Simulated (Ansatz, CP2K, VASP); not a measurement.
## SrBr3: 3 runs at one level of theory

```
Sr Br
1.0
     6.76406    0.00000    0.00000
    -3.38203    5.85785    0.00000
     0.00000    0.00000    6.02426
Sr Br
2 6
Cartesian
  0.0000 3.9052 4.5182
  3.3820 1.9526 1.5061
  0.0000 2.0233 1.5061
  -1.6298 4.8462 1.5061
  1.6298 4.8462 1.5061
  3.3820 3.8346 4.5182
  5.0119 1.0116 4.5182
  1.7522 1.0116 4.5182
```

The cell comes from a database or a generator and needn't be the stable form of this composition.

Alike in all runs: task single point; functional RPBE; k mesh 5 × 5 × 5; occupations gaussian, width 0.02 eV; no spin polarisation; no spin-orbit coupling. Pressure is positive in compression and, in plane waves, holds the error of the finite cutoff, which Ansatz's Pulay term estimates and takes out.

| program and potentials | plane-wave cutoff (eV) | notes | pressure (GPa) | largest force (eV/Å) |
| --- | --- | --- | --- | --- |
| Ansatz, Ansatz PAW | 420 | potentials made for PBE, which Ansatz adapts in part | 1.59 | - |
| VASP, PBE PAW files Br, Sr_sv, release 54, 520 eV | 520 | potentials made for PBE | ? | ? |
| CP2K, POTENTIAL_UZH Sr GTH-PBE-q10, Br GTH-PBE-q7; TZVP-MOLOPT-PBE-GTH basis | - | atomic basis; potentials made for PBE | 1.90 | 0.115 |

Question: Estimate from the other rows what the run with VASP, PBE PAW files Br, Sr_sv, release 54, 520 eV gave.

Answer: Pressure 1.64 GPa; largest force 0.051 eV/Å. The other rows, which needn't bracket it: pressure 1.59 to 1.90; largest force 0.115.
